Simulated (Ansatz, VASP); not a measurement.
**HfC in two plane-wave programs**

Aim: how closely do two programs agree when they are given the same cell, functional and k mesh? Of the first pair: The cell is taken from a series of runs on this material, whose earlier steps may have relaxed, scaled, displaced or heated it; both programs get it as it stands.

Main program and level: Ansatz 0.2.0; plane waves, with VASP 6.6.1 beside it; relaxation of cell and atoms at PBEsol and single point at PBEsol.

**1. The starting structure**

The structure is cubic, space group Fm-3m (No. 225). The conventional cell has a = 4.607 Å, b = 4.607 Å, c = 4.607 Å, α = 90.00°, β = 90.00°, γ = 90.00°. C has 6 Hf at 2.30 Å nearest. Nearest to Hf lie 6 C at 2.30 Å. Farther neighbours are not listed.

**2. VASP: relaxation of cell and atoms, PBEsol**

The relaxed volume is the usual yardstick between codes: in a stiff, nearly cubic crystal its relative difference is about their pressure difference at one cell divided by the bulk modulus.

Lines of VASP's logs that name or quote its potential files are left out, and so is its time.

INCAR reads:

```
SYSTEM = HfC
PREC = Accurate
ENCUT = 600
EDIFF = 1E-07
NELM = 120
ISMEAR = 1
SIGMA = 0.2
LREAL = .FALSE.
ALGO = Normal
GGA = PS
NBANDS = 13
LASPH = .TRUE.
LORBIT = 11
LWAVE = .FALSE.
LCHARG = .FALSE.
ISIF = 3
IBRION = 2
NSW = 80
EDIFFG = -0.005
GGA_COMPAT = .FALSE.
NELMIN = 4
KPAR = 2
```

POSCAR reads:

```
HfC
1.0
    0.0000000000      2.3036790000      2.3036790000
    2.3036790000      0.0000000000      2.3036790000
    2.3036790000      2.3036790000      0.0000000000
C Hf
1 1
Direct
    0.0000000000      0.0000000000      0.0000000000
    0.5000000000      0.5000000000      0.5000000000
```

KPOINTS reads:

```
Automatic mesh
0
Gamma
16 16 16
0 0 0
```

The projector-augmented-wave data sets are C and Hf_pv (PBE family, release 64).

On the command line:

```
$ mpirun -np 2 vasp_std
```

Numbers of over 12 decimals in the logs are rounded to 6 here.

What it wrote:

```text
[banner, memory and clock lines left out]
running    2 mpi-ranks, on    1 nodes
 distrk:  each k-point on    1 cores,    2 groups
 distr:  one band on    1 cores,    1 groups

 POSCAR found type information on POSCAR C Hf
 POSCAR found :  2 types and       2 ions
|                                                                             |
|               ----> ADVICE to this user running VASP <----                  |
|                                                                             |
|     You enforced a specific xc type in the INCAR file but a different       |
|     [... a line on the potential file left out ...]
|     I HOPE YOU KNOW WHAT YOU ARE DOING!                                     |
|                                                                             |

 LDA part: xc-table for (Slater+PW92), standard interpolation
 POSCAR, INCAR and KPOINTS ok, starting setup
 FFT: planning ... GRIDC
 FFT: planning ... GRID_SOFT
 FFT: planning ... GRID
 WAVECAR not read
 entering main loop
       N       E                     dE             d eps       ncg     rms          rms(c)
DAV:   1     0.249557897352E+02    0.24956E+02   -0.86083E+03  3770   0.119E+03
DAV:   2    -0.233549507173E+02   -0.48311E+02   -0.45091E+02  4743   0.220E+02
DAV:   3    -0.250671792420E+02   -0.17122E+01   -0.17020E+01  4726   0.299E+01
DAV:   4    -0.250762219758E+02   -0.90427E-02   -0.90417E-02  4108   0.260E+00
DAV:   5    -0.250762821329E+02   -0.60157E-04   -0.60155E-04  4809   0.194E-01    0.608E+01
DAV:   6    -0.222653196081E+02    0.28110E+01   -0.12084E+01  4320   0.186E+01    0.429E+01
DAV:   7    -0.222128103446E+02    0.52509E-01   -0.54294E-01  4320   0.528E+00    0.239E+01
DAV:   8    -0.222016206382E+02    0.11190E-01   -0.56018E-02  4525   0.189E+00    0.494E+00
DAV:   9    -0.221966404724E+02    0.49802E-02   -0.23098E-02  4435   0.835E-01    0.189E+00
DAV:  10    -0.221962151240E+02    0.42535E-03   -0.17543E-03  4560   0.307E-01    0.721E-02
DAV:  11    -0.221962114475E+02    0.36765E-05   -0.80717E-05  4325   0.832E-02    0.133E-02
DAV:  12    -0.221962108148E+02    0.63272E-06   -0.32770E-06  4760   0.148E-02    0.102E-02
DAV:  13    -0.221962106562E+02    0.15853E-06   -0.24043E-07  3513   0.366E-03    0.251E-03
DAV:  14    -0.221962106417E+02    0.14502E-07   -0.38431E-08  2165   0.160E-03
   1 F= -.22196211E+02 E0= -.22195915E+02  d E =-.221962E+02
 curvature:   0.00 expect dE= 0.000E+00 dE for cont linesearch  0.000E+00
 trial: gam= 0.00000 g(F)=  0.991E-60 g(S)=  0.330E-03 ort = 0.000E+00 (trialstep = 0.100E+01)
 search vector abs. value=  0.330E-03
 bond charge predicted
       N       E                     dE             d eps       ncg     rms          rms(c)
DAV:   1    -0.221970388796E+02   -0.82822E-03   -0.26075E-02  3780   0.139E+00    0.514E-01
DAV:   2    -0.221963452479E+02    0.69363E-03   -0.87645E-04  4140   0.274E-01    0.281E-01
DAV:   3    -0.221960825651E+02    0.26268E-03   -0.74040E-04  4125   0.221E-01    0.173E-01
DAV:   4    -0.221960840094E+02   -0.14443E-05   -0.10967E-05  4515   0.305E-02    0.207E-01
DAV:   5    -0.221960836269E+02    0.38255E-06   -0.49445E-06  5002   0.153E-02    0.852E-03
DAV:   6    -0.221960836539E+02   -0.27055E-07   -0.13583E-07  3395   0.312E-03
   2 F= -.22196084E+02 E0= -.22195785E+02  d E =0.126988E-03
 trial-energy change:    0.000127  1 .order    0.000135   -0.000330    0.000600
 step:   0.3670(harm=  0.3546)  dis= 0.00000  next Energy=   -22.196272 (dE=-0.609E-04)
 bond charge predicted
       N       E                     dE             d eps       ncg     rms          rms(c)
DAV:   1    -0.221966622927E+02   -0.57867E-03   -0.10439E-02  3780   0.879E-01    0.324E-01
DAV:   2    -0.221963817158E+02    0.28058E-03   -0.35358E-04  4135   0.174E-01    0.177E-01
DAV:   3    -0.221962737380E+02    0.10798E-03   -0.29862E-04  4120   0.140E-01    0.110E-01
DAV:   4    -0.221962746350E+02   -0.89701E-06   -0.43796E-06  4530   0.193E-02    0.128E-01
DAV:   5    -0.221962718947E+02    0.27403E-05   -0.18884E-06  5025   0.955E-03    0.600E-03
DAV:   6    -0.221962718344E+02    0.60350E-07   -0.51227E-08  2390   0.199E-03
   3 F= -.22196272E+02 E0= -.22195975E+02  d E =-.611926E-04
 curvature:  -0.18 expect dE=-0.322E-08 dE for cont linesearch -0.322E-08
 trial: gam= 0.00000 g(F)=  0.310E-59 g(S)=  0.182E-07 ort =-0.245E-05 (trialstep = 0.873E+00)
 search vector abs. value=  0.183E-07
 reached required accuracy - stopping structural energy minimisation
```

OUTCAR, selected parts (step 2):

```text
ion  position               nearest neighbor table
   1  0.000  0.000  0.000-   2 2.30   2 2.30   2 2.30   2 2.30   2 2.30   2 2.30
   2  0.500  0.500  0.500-   1 2.30   1 2.30   1 2.30   1 2.30   1 2.30   1 2.30

  LATTYP: Found a face centered cubic cell.
 ALAT       =     4.6073580000

 Subroutine GETGRP returns: Found 48 space group operations
 (whereof 48 operations were pure point group operations)

The static configuration has the point symmetry O_h .

 Found    145 irreducible k-points:

   k-points           NKPTS =    145   k-points in BZ     NKDIM =    145   number of bands    NBANDS=     13

   dimension x,y,z NGX =    28 NGY =   28 NGZ =   28
   dimension x,y,z NGXF=    56 NGYF=   56 NGZF=   56

   ENCUT  =  600.0 eV  44.10 Ry    6.64 a.u.   6.51  6.51  6.51*2*pi/ulx,y,z

   NELECT =      14.0000    total number of electrons

 k-points in reciprocal lattice and weights: Automatic mesh
   0.00000000  0.00000000  0.00000000       0.000
   0.06250000  0.00000000  0.00000000       0.002
   0.12500000  0.00000000  0.00000000       0.002
   0.18750000  0.00000000  0.00000000       0.002
   0.25000000  0.00000000  0.00000000       0.002
   0.31250000  0.00000000  0.00000000       0.002
   0.37500000  0.00000000  0.00000000       0.002
   0.43750000  0.00000000  0.00000000       0.002
   0.50000000  0.00000000  0.00000000       0.001
[...]
-0.31250000  0.50000000  0.18750000       0.003
  -0.25000000  0.50000000  0.25000000       0.001

 average (electrostatic) potential at core
       1 -47.6303       2 -34.8860

 E-fermi :   6.0113

 k-point     1 :       0.0000    0.0000    0.0000
  band No.  band energies     occupation
      1     -23.3243      2.00000
      2     -23.3243      2.00000
      3     -23.3243      2.00000
      4      -6.4046      2.00000
      5       7.0768     -0.00000
      6       7.0768     -0.00000
      7       7.0768     -0.00000
      8       7.3854     -0.00000
      9       7.3854     -0.00000
    ...

 k-point     2 :       0.0625    0.0000    0.0000
  band No.  band energies     occupation
      1     -23.3557      2.00000
      2     -23.3273      2.00000
      3     -23.3273      2.00000
      4      -6.3003      2.00000
      5       6.2841     -0.06601
      6       6.5318     -0.00145
      7       6.5318     -0.00145
      8       7.6229     -0.00000
      9       7.6229     -0.00000
    ...

 k-point     3 :       0.1250    0.0000    0.0000
  band No.  band energies     occupation
    ...
      3     -23.3357      2.00000
      4      -5.9964      2.00000
      5       5.2034      2.00000
      6       5.7024      2.05125
      7       5.7024      2.05125
      8       7.9702     -0.00000
      9       7.9702     -0.00000
     10       8.3685     -0.00000
     11      11.1179      0.00000
     12      11.1179      0.00000
    ...

  Total        0.0005011      0.0005011      0.0005011      0.0000000      0.0000000      0.0000000
  in kB        0.0328931      0.0328931      0.0328931      0.0000000      0.0000000      0.0000000
  external PRESSURE =       0.0328931 kB  Pullay stress =       0.0000000 kB

  energy-cutoff  :      600.00
  volume of cell :       24.41
      direct lattice vectors                 reciprocal lattice vectors
    -0.000000000  2.302302499  2.302302499    -0.217173895  0.217173895  0.217173895
     2.302302499  0.000000000  2.302302499     0.217173895 -0.217173895  0.217173895
     2.302302499  2.302302499 -0.000000000     0.217173895  0.217173895 -0.217173895

 POSITION                                       TOTAL-FORCE (eV/Angst)
 -----------------------------------------------------------------------------------
      0.00000      0.00000      0.00000        -0.000000      0.000000      0.000000
      2.30230      2.30230      2.30230         0.000000     -0.000000     -0.000000
 -----------------------------------------------------------------------------------
    total drift:                                0.000000      0.000000      0.000000

  FREE ENERGIE OF THE ION-ELECTRON SYSTEM (eV)
  ---------------------------------------------------
  free  energy   TOTEN  =       -22.1962718344 eV

  energy  without entropy=      -22.1953814351  energy(sigma->0) =      -22.19597503

 reached required accuracy - stopping structural energy minimisation

 total charge
# of ion       s       p       d       tot
------------------------------------------
    1        0.870   1.517   0.000   2.386
    2        0.319   6.661   1.727   8.708
--------------------------------------------------
tot          1.189   8.177   1.727  11.094

[... 3 further parts left out ...]
```

CONTCAR:

```
HfC
   1.00000000000000
    -0.0000000000000000    2.3023024985033227    2.3023024985033227
     2.3023024985033227    0.0000000000000000    2.3023024985033227
     2.3023024985033227    2.3023024985033227   -0.0000000000000000
  C               Hf
     1     1
Direct
     0.0000000000000000    0.0000000000000000    0.0000000000000000
     0.5000000000000000    0.5000000000000000    0.5000000000000000
```

The run keeps the 48 symmetry operations of its start, so it cannot find a distortion of lower symmetry.

**3. Ansatz: relaxation of cell and atoms, PBEsol**

Ansatz runs on its PAW soft_1 files.

The same cell, functional, mesh and smearing now go to Ansatz, which takes its cutoff from its data sets.

input.yaml reads:

```yaml
crystal:
  lattice:
    - [0.0, 2.3036785238, 2.3036785238]
    - [2.3036785238, 0.0, 2.3036785238]
    - [2.3036785238, 2.3036785238, 0.0]
  atoms:
    - { symbol: C, position: [0.0, 0.0, 0.0] }
    - { symbol: Hf, position: [0.5, 0.5, 0.5] }
kpoints:
  mp_grid: { grid: [16, 16, 16] }
hamiltonian:
  xc: pbesol
  pseudopotentials: { kind: paw, azcp: { folder: soft_1 }, xc_functional: pbe }
scf:
  occupations: { method: methfessel_paxton, width: 0.2 }
output:
  forces: true
  stress: true
  eigenvalues: true
  write_density: true
  write_potential: true
  elf: true
  volumetric_format: npy
relax:
  adjacent_minimum: "off"
  f_tol: 0.001
  max_steps: 60
  cell: { stress_tol: 0.01 }
```

On the command line:

```
$ ansatz run input.yaml --threads 4 --pin off --max-ram 10240MiB --backend cpu --events-out ev --progress --plain --runs-dir out
```

What it wrote:

```text
Engine: ansatz 0.2.0, x86_64-unknown-linux-gnu
Pseudopotentials: kind: paw
Pseudopotential: C, paw, valence charge 4, recommended cutoff 420 eV (normal), soft_1/C.paw.azcp
Pseudopotential: Hf, paw, valence charge 26, recommended cutoff 420 eV (normal), soft_1/Hf.paw.azcp
Functional definition: PBEsol
  exchange = pbesol_x
  correlation = pbesol_c
Crystal: 2 atoms, lattice volume = 24.451 Å³
Basis set: ecut = 420 eV, 531 PW (Γ), exchange–correlation on 48×48×48 points (8 copies of the dense FFT grid, shifted against one another)
Bands: 19, of which v1, the nominal top of the filled ones, is band 15 counted from 1 (14 counted from 0)
Symmetry: 48 space group operations
Space group: Fm-3m (ITA 225), of the structure as read, at distance tolerance 2.9e-5 Å
k-points: 145 of 4096
Non-local potential: C, projectors of the file, l = 0: 2, l = 1: 2, l = 2: 1
Non-local potential: Hf, projectors of the file, l = 0: 3, l = 1: 2, l = 2: 2, l = 3: 3
PAW form: soft (Blöchl's): semilocal exchange-correlation on the pseudo side does not see the compensation charge
PAW frozen core: C, regenerated for the run's functional, and the local potential with it (the file was generated under x = pbe(κ = 0.804, μ = 0.219515), c = pbe(β = 0.066725))
PAW frozen core: Hf, regenerated for the run's functional, and the local potential with it (the file was generated under x = pbe(κ = 0.804, μ = 0.219515), c = pbe(β = 0.066725))
PAW one-centre angular grid: C, 110 points (default); XC on 64 Gauss nodes
PAW one-centre angular grid: Hf, 590 points (default); XC on 64 Gauss nodes
Initial density: superposition of atomic densities (chi_scale 0.1, normalization cell, long waves kept (reshape's long-wave potential 0.00 eV rms))
Initial wavefunctions: pseudopotential atomic-orbital guess
Functional: x = pbesol(κ = 0.804, μ = 0.123457), c = pbesol(β = 0.046)
SCF iter   1: F=—  HF=-15848.059526 eV  |F-HF|=—  |Δ(HF+E_count)|=         —  Δρ=8.68e-2  dr2=2.49e0  ethr=3.10e-3  ⟨swp⟩=4.8  Hψ=11930  notcnv=0
preconditioner: auto → Kerker (q_TF=auto, 2.823 Å⁻¹)  [metal: Δε(μ)=0.066 eV  Ē_g=17.656 eV  σ=0.200 eV  W_gap=0.27  n_scr=14 (ndim 8)  ℏωp=39.7 eV  f_vac=0.000  D(μ)=0.21/eV (n_scr^D=0)]
SCF iter   2: F=—  HF=-15847.544904 eV  |F-HF|=—  |Δ(HF+E_count)|=   5.15e-1  S|Δr|=    0.00e0  Δρ=3.35e-2  dr2=2.72e-1  ethr=3.10e-3  ⟨swp⟩=2.4  Hψ=5068  notcnv=0
SCF iter   3: F=—  HF=-15847.489793 eV  |F-HF|=—  |Δ(HF+E_count)|=   5.51e-2  S|Δr|=    0.00e0  Δρ=1.42e-2  dr2=3.04e-2  ethr=9.07e-4  ⟨swp⟩=2.0  Hψ=4924  notcnv=0
SCF iter   4: F=—  HF=-15847.481876 eV  |F-HF|=—  |Δ(HF+E_count)|=   7.92e-3  S|Δr|=    0.00e0  Δρ=8.21e-3  dr2=7.74e-3  ethr=1.01e-4  ⟨swp⟩=2.1  Hψ=4985  notcnv=0
SCF iter   5: F=—  HF=-15847.482051 eV  |F-HF|=—  |Δ(HF+E_count)|=   1.75e-4  S|Δr|=    0.00e0  Δρ=1.45e-3  dr2=2.73e-4  ethr=2.58e-5  ⟨swp⟩=2.3  Hψ=4734  notcnv=0
SCF iter   6: F=—  HF=-15847.482010 eV  |F-HF|=—  |Δ(HF+E_count)|=   4.11e-5  S|Δr|=    0.00e0  Δρ=2.55e-4  dr2=1.59e-5  ethr=9.09e-7  ⟨swp⟩=2.6  Hψ=4738  notcnv=0
SCF iter   7: F=—  HF=-15847.482020 eV  |F-HF|=—  |Δ(HF+E_count)|=   9.95e-6  S|Δr|=    0.00e0  Δρ=7.03e-5  dr2=8.36e-7  ethr=5.31e-8  ⟨swp⟩=2.4  Hψ=5206  notcnv=0
SCF iter   8: F=-15847.482020 eV  HF=-15847.482020 eV  |F-HF|=3.91e-9  |Δ(HF+E_count)|=   9.91e-8  S|Δr|=    0.00e0  Δρ=1.40e-5  dr2=2.63e-8  ethr=3.33e-10  ⟨swp⟩=13.7  Hψ=27816  notcnv=0
SCF 1 converged in 8 iterations: F = -15847.482020 eV  dr2 = 2.63e-8
  Residual-converged pass: ⟨swp⟩=1.1  Hψ=3345  notcnv=0  max |occ|·‖R‖ = 7.1e-9 eV (tolerance 1.0e-8 eV)  dr2=2.63e-8  dr2_onsite=4.93e-9  max |Δocc| = 2.8e-10
  greatest PAW one-centre occupation: 0.998 electrons in one spin orbital (limit 2), on the Hf atom at site 1 (counted from 0), in its partial waves of l = 0
relax step   1: F+E_penalty+E_count = -15847.48201969 eV  Δ(F+E_penalty+E_count) = +0.000e0 eV  max|allowed force component| = 2.370e-29 eV/Å  Δτ_max = 0.0000 Å  P = -0.032 GPa  Ω = 24.451 Å³  (8 SCF iters, dr2 threshold 1.00e-7 eV, accepted)
[...]
relax step   2: F+E_penalty+E_count = -15847.48202629 eV  Δ(F+E_penalty+E_count) = -6.595e-6 eV  max|allowed force component| = 1.307e-28 eV/Å  Δτ_max = 0.0000 Å  P = +0.021 GPa  Ω = 24.446 Å³  energy of the carried Pulay correction = +6.417e-6 eV  (5 SCF iters, dr2 threshold 2.53e-9 eV, accepted)
[...]
relax step   3: F+E_penalty+E_count = -15847.48202386 eV  Δ(F+E_penalty+E_count) = +2.427e-6 eV  max|allowed force component| = 1.068e-28 eV/Å  Δτ_max = 0.0000 Å  P = -0.000 GPa  Ω = 24.448 Å³  energy of the carried Pulay correction = +3.851e-6 eV  (3 SCF iters, dr2 threshold 1.12e-9 eV, accepted)
[...]
relax step   4: F+E_penalty+E_count = -15847.48202386 eV  Δ(F+E_penalty+E_count) = -8.913e-11 eV  max|allowed force component| = 2.380e-29 eV/Å  Δτ_max = 0.0000 Å  P = -0.000 GPa  Ω = 24.448 Å³  stress off target by 2.86e-4 GPa  SCF on the basis re-selected at this cell (its energy is not comparable with the rows above)  (6 SCF iters)
basis re-selected at this cell: Δ(F+E_penalty+E_count) = -8.913e-11 eV, ΔP = -0.000 GPa vs the last step (what re-selecting the basis moved, of the pressure what is left beyond the Pulay correction that the steps carried, after the strain that the cell walked since its last selection, with what the two solves' SCF thresholds leave and, on support functions, any second-order correction that the steps lacked; it is no  [...]
SCF converged after 6 iterations
Stability not checked: this state was not tested for a lower state beside it, because cold or Methfessel-Paxton smearing, or corrected tetrahedra, fill the levels in a way that the test cannot read (fill_not_monotonic; see scf.lower_state_search)
Free energy (F): -15847.482024 eV
Harris-Foulkes:  -15847.482024 eV  (|F-HF|=5.46e-12)
Internal energy: -15847.481152 eV  (E = F + TS)
E sigma→0 (E₀):  -15847.481806 eV
Entropy (-TS):   -0.000872 eV (-0.436 meV/atom)
Fermi energy:    18.986593 eV
Step filling:    the computed levels leave a gap of 0.0034 eV = 0.0 smearing widths at the electron count; against every level under it full and every level over it empty, smearing changes F+E_penalty+E_count by -1.177 meV and its σ→0 estimate by -0.959 meV
--- Per-component energies (eV) ---
  E_band       = 80.664333
  E_kinetic    = 494.926570
  E_local      = -6154.041898  (includes V_loc(G=0)·N_el)
  E_nonlocal   = 91.326368
  E_hartree    = 3017.536904
  E_xc         = -312.449083
  E_vxc        = -314.018576  (∫ρ·V_xc dr)
  E_paw        = -7673.669493  (= ΣΔE_a)
  E_vpaw       = -72.602053  (= ΣTr[D̂ρ^β])
  E_aug_tail   = 0.000101  (compensation charges beyond the density's cutoff)
  E_ewald      = -5312.382778
  E_core_change = 1.272157  (= ΣΔE_core)
  E_smearing   = -0.000872  (= −TS)
  E_closure    = -0.000000  (closes the sum)
  Σ components = -15847.482024   (vs F -15847.482024, Δ=0.00e0)
--- Forces (eV/Å), atoms counted from 1 ---
  atom   1  C     -0.00000000    -0.00000000    -0.00000000
  atom   2  Hf     0.00000000     0.00000000     0.00000000
  max |Σ_I F_I| component: 4.50e-29 eV/Å
--- Stress (GPa, compression-positive) ---
       -0.000286      -0.000000      -0.000000
       -0.000000      -0.000286      -0.000000
       -0.000000      -0.000000      -0.000286
  P = ⅓ Tr σ = -0.0003 GPa (-0.003 kbar)
--- Band table (eV; the first three rows and the last of 145) ---
  k-point 0: bands = [... 11 lower, 8.1600, 20.0866, 20.0866, 20.0866, 20.3109, 20.3109, 20.3109, 22.4061]
  k-point 1: bands = [... 11 lower, 8.1601, 19.2644, 19.5206, 19.5206, 20.5588, 20.5588, 20.8876, 22.9341]
  k-point 2: bands = [... 11 lower, 8.1604, 18.1863, 18.6822, 18.6822, 20.9026, 20.9026, 21.3310, 24.0446]
  k-point 144: bands = [... 11 lower, 9.3795, 15.9305, 16.2262, 16.2262, 22.7171, 22.7171, 25.9108, 26.2530]
--- Relaxed structure (3 steps of the walk, 3 accepted, 1 SCFs on fresh bases) ---
  F+E_penalty+E_count = -15847.48202386 eV   max|allowed force component| = 2.380e-29 eV/Å   (the final SCF, on the basis selected at the relaxed cell)
  cell:  # Å, volume = 24.4478 Å³
    - [0, 2.303580, 2.303580]
    - [2.303580, 0.0, 2.303580]
    - [2.303580, 2.303580, 0]
  atoms:
    - { symbol: C, position: [0, 0, 0] }
    - { symbol: Hf, position: [0.5, 0.5, 0.5] }
```

In the SCF lines HF is the Harris–Foulkes energy and dr2 the Hartree energy of the density residual, in eV; the loop may stop once dr2 is under the threshold and the program's other checks hold. Hψ counts applications of the Hamiltonian.

**4. Side by side**

Known differences besides the potentials themselves: the data sets hold 30 valence electrons in Ansatz (on its PAW soft_1 files) and 14 in VASP; the cutoff is 420 eV in Ansatz and 600 eV in VASP; Ansatz makes its cores anew for this functional, VASP keeps those of its PBE data sets; Ansatz adds a Pulay correction to the stress that steers its cell, VASP none. Total energies have different zeros and are not compared.

The two programs side by side:

```csv
quantity,Ansatz,VASP,difference
volume (Å³),24.45,24.41,+0.17 %
"edge a after relaxation, in the typed setting (Å)",3.258,3.256,+0.06 %
```

(Continued in part 2 of 2.)

[Lines on the potential files, build, host, timing and source positions are cut from VASP's logs without a mark.]

[Logs are printed without paths, hosts, clocks, repeated set-up lines and the standing remarks that a program may print on its own settings, such as how far it seeks lower states.]

[Hosts, paths, dates, database ids (printed as entryN), source tags and the programs' standing remarks are cut or masked in the printed files.]
